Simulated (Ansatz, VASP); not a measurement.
# Si2W in two plane-wave programs

One calculation is typed for both programs; each brings its own data sets. How far apart do they land? The cell is taken from a series of runs on this material, whose earlier steps may have relaxed, scaled, displaced or heated it; both programs get it as it stands.

Calculated with Ansatz 0.2.0; plane waves, with VASP 6.6.1 beside it; zone-centre phonons at PBEsol.

### 1. Set-up

The structure is tetragonal, space group I4/mmm (No. 139). Conventional cell: a = 3.181 Å, b = 3.181 Å, c = 8.129 Å, α = 90.00°, β = 90.00°, γ = 90.00°. Si has 5 W at 2.62 to 2.73 Å and 5 Si at 2.64 to 2.68 Å nearest. Nearest to W lie 10 Si at 2.62 to 2.73 Å. Farther neighbours are not listed.

### 2. VASP: zone-centre phonons, PBEsol

Second derivatives magnify differences that forces hide, and they need a tight electronic threshold.

Lines of VASP's logs that name or quote its potential files are left out, and so is its time.

Input file INCAR:

```
SYSTEM = Si2W
PREC = Accurate
ENCUT = 600
EDIFF = 1E-08
NELM = 120
ISMEAR = 1
SIGMA = 0.2
LREAL = .FALSE.
ALGO = Normal
GGA = PS
NBANDS = 13
LASPH = .TRUE.
LORBIT = 11
LWAVE = .FALSE.
LCHARG = .FALSE.
ISIF = 2
IBRION = 8
GGA_COMPAT = .FALSE.
KPAR = 2
```

Input file POSCAR:

```
Si2W
1.0
   -1.5903722315      1.5903722315      4.0642766694
    1.5903722315     -1.5903722315      4.0642766694
    1.5903722315      1.5903722315     -4.0642766694
Si W
2 1
Direct
    0.3353800283      0.3353800283      0.0000000000
    0.6646199717      0.6646199717      0.0000000000
    0.0000000000      0.0000000000      0.0000000000
```

Input file KPOINTS:

```
Automatic mesh
0
Gamma
20 20 20
0 0 0
```

PAW data sets: Si and W (PBE family, release 64).

Command:

```sh
$ mpirun -np 2 vasp_std
```

Numbers of over 12 decimals in the logs are rounded to 6 here.

Log:

```text
[banner, memory and clock lines left out]
running    2 mpi-ranks, on    1 nodes
 distrk:  each k-point on    1 cores,    2 groups
 distr:  one band on    1 cores,    1 groups

 POSCAR found type information on POSCAR SiW
 POSCAR found :  2 types and       3 ions
|                                                                             |
|               ----> ADVICE to this user running VASP <----                  |
|                                                                             |
|     You enforced a specific xc type in the INCAR file but a different       |
|     [... a line on the potential file left out ...]
|     I HOPE YOU KNOW WHAT YOU ARE DOING!                                     |
|                                                                             |

 LDA part: xc-table for (Slater+PW92), standard interpolation
 POSCAR, INCAR and KPOINTS ok, starting setup
 FFT: planning ... GRIDC
 FFT: planning ... GRID_SOFT
 FFT: planning ... GRID
 WAVECAR not read
 entering main loop
       N       E                     dE             d eps       ncg     rms          rms(c)
DAV:   1     0.323559037023E+02    0.32356E+02   -0.65621E+03 16666   0.105E+03
DAV:   2    -0.246771064289E+02   -0.57033E+02   -0.52089E+02 20279   0.200E+02
DAV:   3    -0.274916022597E+02   -0.28145E+01   -0.27193E+01 22915   0.352E+01
DAV:   4    -0.275342058671E+02   -0.42604E-01   -0.42500E-01 20107   0.486E+00
DAV:   5    -0.275348676494E+02   -0.66178E-03   -0.66151E-03 23742   0.531E-01    0.254E+01
DAV:   6    -0.267862782394E+02    0.74859E+00   -0.22701E+00 24817   0.946E+00    0.104E+01
DAV:   7    -0.266600094576E+02    0.12627E+00   -0.30632E-01 19384   0.362E+00    0.561E+00
DAV:   8    -0.266302405442E+02    0.29769E-01   -0.57629E-02 21950   0.174E+00    0.483E-01
DAV:   9    -0.266296930913E+02    0.54745E-03   -0.30307E-03 20146   0.382E-01    0.288E-01
DAV:  10    -0.266296261012E+02    0.66990E-04   -0.56710E-04 21423   0.153E-01    0.718E-02
DAV:  11    -0.266296040942E+02    0.22007E-04   -0.82970E-05 20659   0.620E-02    0.266E-02
DAV:  12    -0.266296045870E+02   -0.49280E-06   -0.28288E-06 21041   0.128E-02    0.113E-02
DAV:  13    -0.266296040927E+02    0.49431E-06   -0.20281E-07 21868   0.304E-03    0.219E-03
DAV:  14    -0.266296040649E+02    0.27848E-07   -0.55581E-09 14135   0.559E-04    0.652E-04
DAV:  15    -0.266296040607E+02    0.41468E-08   -0.92752E-10 10788   0.263E-04
   1 F= -.26629604E+02 E0= -.26629990E+02  d E =0.115842E-02
 Linear response reoptimize wavefunctions to high precision
DAV:   1    -0.266296040693E+02   -0.86197E-08   -0.32085E-10 12964   0.118E-04
DAV:   2    -0.266296040693E+02   -0.10914E-10   -0.35005E-11 10098   0.600E-05
 Linear response DOF=           4
 Linear response progress:
  Degree of freedom:   1/  4
       N       E                     dE             d eps       ncg     rms          rms(c)
RMM:   1    -0.174390751234E-01   -0.17439E-01    0.13881E-02135754   0.865E-01
RMM:   2    -0.161835356659E-01    0.12555E-02   -0.65069E-04 88067   0.206E-01    0.881E-02
RMM:   3    -0.162513844463E-01   -0.67849E-04   -0.12219E-04 89070   0.571E-02    0.484E-02
RMM:   4    -0.163968083641E-01   -0.14542E-03   -0.78238E-05 88509   0.433E-02    0.109E-02
RMM:   5    -0.163797780568E-01    0.17030E-04   -0.16920E-06 92725   0.871E-03    0.110E-03
RMM:   6    -0.163844493794E-01   -0.46713E-05   -0.12806E-07 93505   0.153E-03    0.649E-04
RMM:   7    -0.163839871076E-01    0.46227E-06    0.11775E-10 94833   0.377E-04    0.550E-05
RMM:   8    -0.163843784663E-01   -0.39136E-06   -0.33779E-09 95958   0.112E-04    0.167E-05
RMM:   9    -0.163843472244E-01    0.31242E-07   -0.55140E-10 98696   0.281E-05    0.279E-06
RMM:  10    -0.163843525752E-01   -0.53508E-08   -0.93319E-10 98918   0.977E-06    0.134E-06
 first order change of Fermi-energy   0.17461E-04
 force on displaced ion       1 direction 1 :  -8.383  -0.000  -0.000
 Linear response progress:
  Degree of freedom:   2/  4
       N       E                     dE             d eps       ncg     rms          rms(c)
RMM:   1    -0.253180829740E-01   -0.25318E-01    0.36939E-02 41902   0.108E+00
RMM:   2    -0.227489058387E-01    0.25692E-02   -0.11457E-03 26614   0.272E-01    0.152E-01
RMM:   3    -0.227152163501E-01    0.33689E-04   -0.63063E-04 26441   0.120E-01    0.119E-01
RMM:   4    -0.227574599103E-01   -0.42244E-04   -0.44839E-05 27783   0.350E-02    0.578E-02
RMM:   5    -0.228126484177E-01   -0.55189E-04   -0.93760E-06 27320   0.144E-02    0.148E-02
RMM:   6    -0.228132325310E-01   -0.58411E-06   -0.43138E-07 28252   0.389E-03    0.219E-03
RMM:   7    -0.228104354511E-01    0.27971E-05   -0.61370E-08 28801   0.137E-03    0.583E-04
RMM:   8    -0.228104621201E-01   -0.26669E-07   -0.31578E-09 29499   0.245E-04    0.193E-04
RMM:   9    -0.228106323291E-01   -0.17021E-06    0.75869E-10 29411   0.615E-05    0.196E-05
RMM:  10    -0.228106486676E-01   -0.16339E-07    0.47029E-10 30450   0.153E-05    0.534E-06
RMM:  11    -0.228106439137E-01    0.47540E-08    0.28994E-09 29243   0.692E-06    0.993E-07
 first order change of Fermi-energy  -0.15297E+00
 force on displaced ion       1 direction 3 :  -0.000  -0.000 -10.811
 Linear response progress:
  Degree of freedom:   3/  4
       N       E                     dE             d eps       ncg     rms          rms(c)
RMM:   1    -0.120623308498E+00   -0.12062E+00   -0.10239E-01 58426   0.179E+00
RMM:   2    -0.119728181631E+00    0.89513E-03   -0.13024E-03 47179   0.256E-01    0.155E-01
RMM:   3    -0.119332827207E+00    0.39535E-03   -0.20612E-04 48311   0.811E-02    0.879E-02
RMM:   4    -0.119414351099E+00   -0.81524E-04   -0.27189E-04 47557   0.961E-02    0.119E-02
RMM:   5    -0.119407370428E+00    0.69807E-05   -0.60692E-06 51914   0.161E-02    0.331E-03
RMM:   6    -0.119412869245E+00   -0.54988E-05   -0.13689E-07 50532   0.214E-03    0.758E-04
RMM:   7    -0.119413166248E+00   -0.29700E-06   -0.87085E-09 52645   0.563E-04    0.128E-04
RMM:   8    -0.119413079316E+00    0.86932E-07   -0.18317E-09 52478   0.105E-04    0.592E-05
RMM:   9    -0.119412818783E+00    0.26053E-06   -0.14524E-09 54329   0.476E-05    0.652E-06
RMM:  10    -0.119412776700E+00    0.42083E-07   -0.13832E-09 54387   0.195E-05    0.208E-06
RMM:  11    -0.119412785925E+00   -0.92244E-08   -0.18008E-09 49144   0.108E-05    0.462E-07
 first order change of Fermi-energy  -0.76609E-03
 force on displaced ion       3 direction 1 : -10.711  -0.000  -0.000
 Linear response progress:
  Degree of freedom:   4/  4
       N       E                     dE             d eps       ncg     rms          rms(c)
RMM:   1    -0.137297467497E+00   -0.13730E+00   -0.12544E-01 32699   0.184E+00
RMM:   2    -0.132338771087E+00    0.49587E-02   -0.23540E-03 25778   0.326E-01    0.173E-01
RMM:   3    -0.131679608057E+00    0.65916E-03   -0.88033E-04 26861   0.136E-01    0.906E-02
RMM:   4    -0.131664112559E+00    0.15495E-04   -0.23238E-04 26836   0.820E-02    0.310E-02
RMM:   5    -0.131708625368E+00   -0.44513E-04   -0.46656E-05 26053   0.400E-02    0.629E-03
RMM:   6    -0.131720055807E+00   -0.11430E-04   -0.10186E-06 29065   0.580E-03    0.196E-03
RMM:   7    -0.131713170666E+00    0.68851E-05   -0.17559E-07 27327   0.196E-03    0.213E-04
RMM:   8    -0.131713343937E+00   -0.17327E-06   -0.25916E-09 29149   0.282E-04    0.137E-04
RMM:   9    -0.131713480011E+00   -0.13607E-06   -0.11220E-09 29357   0.915E-05    0.485E-05
RMM:  10    -0.131713469518E+00    0.10493E-07   -0.17845E-09 29964   0.342E-05    0.860E-06
RMM:  11    -0.131713478972E+00   -0.94539E-08   -0.26384E-09 30555   0.157E-05    0.164E-06
 first order change of Fermi-energy   0.57163E-03
 force on displaced ion       3 direction 3 :   0.000   0.000 -11.012
 Linear response finished
```

From OUTCAR (step 2):

```text
ion  position               nearest neighbor table
   1  0.335  0.335  0.000-   3 2.62   3 2.62   3 2.62   3 2.62   2 2.64   2 2.64   2 2.64   2 2.64
                             2 2.68   3 2.73
   2  0.665  0.665  0.000-   3 2.62   3 2.62   3 2.62   3 2.62   1 2.64   1 2.64   1 2.64   1 2.64
                             1 2.68   3 2.73
   3  0.000  0.000  0.000-   2 2.62   2 2.62   2 2.62   1 2.62   2 2.62   1 2.62   1 2.62   1 2.62
                             1 2.73   2 2.73

  LATTYP: Found a body centered tetragonal cell.
 ALAT       =     3.1807444630
 C/A-ratio  =     2.5555505742

 Subroutine GETGRP returns: Found 16 space group operations
 (whereof 16 operations were pure point group operations)

The static configuration has the point symmetry D_4h.

 Found    641 irreducible k-points:

   k-points           NKPTS =    641   k-points in BZ     NKDIM =    641   number of bands    NBANDS=     13

   dimension x,y,z NGX =    40 NGY =   40 NGZ =   40
   dimension x,y,z NGXF=    80 NGYF=   80 NGZF=   80

   ENCUT  =  600.0 eV  44.10 Ry    6.64 a.u.   9.28  9.28  9.28*2*pi/ulx,y,z

   NELECT =      14.0000    total number of electrons

 k-points in reciprocal lattice and weights: Automatic mesh
   0.00000000  0.00000000  0.00000000       0.000
   0.05000000  0.00000000  0.00000000       0.001
   0.10000000 -0.00000000  0.00000000       0.001
   0.15000000  0.00000000  0.00000000       0.001
   0.20000000 -0.00000000  0.00000000       0.001
   0.25000000 -0.00000000  0.00000000       0.001
   0.30000000  0.00000000  0.00000000       0.001
   0.35000000  0.00000000  0.00000000       0.001
   0.40000000 -0.00000000  0.00000000       0.001
[...]
-0.45000000 -0.45000000  0.45000000       0.000
   0.50000000  0.50000000  0.50000000       0.000

 average (electrostatic) potential at core
       1 -79.3260       2 -79.3260       3 -34.9026

  Total       -0.0865877     -0.0865877     -4.5912329      0.0000000     -0.0000000      0.0000000
  in kB       -3.3738522     -3.3738522   -178.8953613      0.0000000     -0.0000000      0.0000000
  external PRESSURE =     -61.8810219 kB  Pullay stress =       0.0000000 kB

  energy-cutoff  :      600.00
  volume of cell :       41.12
      direct lattice vectors                 reciprocal lattice vectors
    -1.590372231  1.590372231  4.064276669     0.000000000  0.314391807  0.123023121
     1.590372231 -1.590372231  4.064276669     0.314391807  0.000000000  0.123023121
     1.590372231  1.590372231 -4.064276669     0.314391807  0.314391807  0.000000000

 POSITION                                       TOTAL-FORCE (eV/Angst)
 -----------------------------------------------------------------------------------
      0.00000      0.00000      2.72615         0.000000      0.000000      0.010918
      0.00000      0.00000      5.40240         0.000000      0.000000     -0.010918
      0.00000      0.00000      0.00000        -0.000000     -0.000000      0.000000
 -----------------------------------------------------------------------------------
    total drift:                                0.000000     -0.000000     -0.000000

 Eigenvectors and eigenvalues of the dynamical matrix
 ----------------------------------------------------

   1 f  =   11.842723 THz    74.410024 2PiTHz  395.030724 cm-1    48.977546 meV
             X         Y         Z           dx          dy          dz
      0.000000  0.000000  2.726154     0.000000    0.000000   -0.707107
      0.000000  0.000000  5.402399    -0.000000   -0.000000    0.707107
      0.000000  0.000000  0.000000    -0.000000   -0.000000    0.000000

   2 f  =    9.965085 THz    62.612473 2PiTHz  332.399440 cm-1    41.212260 meV
             X         Y         Z           dx          dy          dz
      0.000000  0.000000  2.726154    -0.119107   -0.697003   -0.000000
      0.000000  0.000000  5.402399     0.119107    0.697003    0.000000
      0.000000  0.000000  0.000000     0.000000   -0.000000    0.000000

   3 f  =    9.965085 THz    62.612473 2PiTHz  332.399440 cm-1    41.212260 meV
             X         Y         Z           dx          dy          dz
      0.000000  0.000000  2.726154    -0.697003    0.119107   -0.000000
      0.000000  0.000000  5.402399     0.697003   -0.119107    0.000000
      0.000000  0.000000  0.000000    -0.000000   -0.000000    0.000000

   4 f  =    7.908184 THz    49.688587 2PiTHz  263.788632 cm-1    32.705607 meV
             X         Y         Z           dx          dy          dz
      0.000000  0.000000  2.726154    -0.000000   -0.000000   -0.618844
      0.000000  0.000000  5.402399    -0.000000   -0.000000   -0.618844
      0.000000  0.000000  0.000000     0.000000    0.000000    0.483803

   5 f  =    7.799535 THz    49.005926 2PiTHz  260.164494 cm-1    32.256272 meV
             X         Y         Z           dx          dy          dz
      0.000000  0.000000  2.726154     0.000000    0.618849   -0.000000
      0.000000  0.000000  5.402399     0.000000    0.618849   -0.000000
      0.000000  0.000000  0.000000    -0.000000   -0.483790    0.000000

   6 f  =    7.799535 THz    49.005926 2PiTHz  260.164494 cm-1    32.256272 meV
             X         Y         Z           dx          dy          dz
      0.000000  0.000000  2.726154    -0.618849    0.000000   -0.000000
      0.000000  0.000000  5.402399    -0.618849    0.000000    0.000000
      0.000000  0.000000  0.000000     0.483790   -0.000000    0.000000

   7 f/i=    0.000284 THz     0.001782 2PiTHz    0.009462 cm-1     0.001173 meV
             X         Y         Z           dx          dy          dz
      0.000000  0.000000  2.726154     0.290153   -0.181212    0.000000
      0.000000  0.000000  5.402399     0.290153   -0.181212    0.000000
      0.000000  0.000000  0.000000     0.742308   -0.463601    0.000000

   8 f/i=    0.000284 THz     0.001782 2PiTHz    0.009462 cm-1     0.001173 meV
             X         Y         Z           dx          dy          dz
      0.000000  0.000000  2.726154     0.181212    0.290153   -0.000000
      0.000000  0.000000  5.402399     0.181212    0.290153   -0.000000
      0.000000  0.000000  0.000000     0.463601    0.742308   -0.000000

   9 f/i=    0.000403 THz     0.002533 2PiTHz    0.013448 cm-1     0.001667 meV
             X         Y         Z           dx          dy          dz
      0.000000  0.000000  2.726154     0.000000    0.000000    0.342100
      0.000000  0.000000  5.402399     0.000000    0.000000    0.342100
      0.000000  0.000000  0.000000     0.000000    0.000000    0.875177

 ELASTIC MODULI CONTR FROM IONIC RELAXATION (kBar)
 Direction    XX          YY          ZZ          XY          YZ          ZX
 --------------------------------------------------------------------------------
 XX         -39.8137    -39.8137    -69.0047      0.0000      0.0000     -0.0000
 YY         -39.8137    -39.8137    -69.0047      0.0000      0.0000     -0.0000
 ZZ         -69.0047    -69.0047   -119.5982      0.0000      0.0000     -0.0000
 XY           0.0000      0.0000      0.0000      0.0000      0.0000      0.0000
 YZ           0.0000      0.0000      0.0000      0.0000    -28.2838      0.0000
 ZX          -0.0000     -0.0000     -0.0000      0.0000      0.0000    -10.4617
 --------------------------------------------------------------------------------
```

The data set W keeps the semicore shell frozen, which is cheaper and a little less accurate.

(Part 1 of 2 ends here.)

[Lines on the potential files, build, host, timing and source positions are cut from VASP's logs without a mark.]

[Logs are printed without paths, hosts, clocks, repeated set-up lines and the standing remarks that a program may print on its own settings, such as how far it seeks lower states.]

[Hosts, paths, dates, database ids (printed as entryN), source tags and the programs' standing remarks are cut or masked in the printed files.]
